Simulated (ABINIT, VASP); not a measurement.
An input for ABINIT (PBE, norm-conserving pseudopotentials (PseudoDojo nc-sr-05 PBE standard)):

```
# MgS, PseudoDojo nc-sr-05 PBE standard
pp_dirpath "./"
pseudos "Mg.upf, S.upf"
acell 6.7583986273 6.7583986273 6.7583986273
rprim
        -0.0000000000    0.7071067812    0.7071067812
         0.7071067812   -0.0000000000    0.7071067812
         0.7071067812    0.7071067812   -0.0000000000
natom 2
ntypat 2
znucl 12 16
typat 1 2
xred
         0.0000000000    0.0000000000    0.0000000000
         0.5000000000    0.5000000000    0.5000000000
ecut 42
occopt 3
tsmear 0.00036749
nband 13
kptopt 1
ngkpt 9 9 9
nshiftk 1
shiftk 0 0 0
nstep 80
tolvrs 1.0e-10
prtwf 0
prtden 0
```

Question: Translate it to VASP.

Answer: One set of files that does it:

### KPOINTS
```
Regular mesh
0
G
  9 9 9
0 0 0
```

**POSCAR**
```
MgS
1.0
  0.0000000000   2.5288900000   2.5288900000
  2.5288900000   0.0000000000   2.5288900000
  2.5288900000   2.5288900000   0.0000000000
Mg S
1 1
Cartesian
  0.0000000000   0.0000000000   0.0000000000
  2.5288900000   2.5288900000   2.5288900000
```

**INCAR**
```
SYSTEM=MgS
PREC=Accurate; ENCUT=300; LREAL=.False.
LASPH=.True.
EDIFF=1E-6; NELM=100; ALGO=Normal
ISMEAR=-1; SIGMA=0.01
GGA=PE
ISIF=2
LWAVE=.False.; LCHARG=.False.
```

POTCAR, in this order: Mg S (PBE.64 set). Program: vasp_std.

Both inputs were run and reached self-consistency, which says nothing on mesh or cut-off. Potentials, basis and cut-offs are each code's own, so they don't translate, and total energies aren't comparable.

The structure is a typed MgS crystal (Fm-3m). The cell was not relaxed at this level, and its volume differs by -5.9 % from the start's.
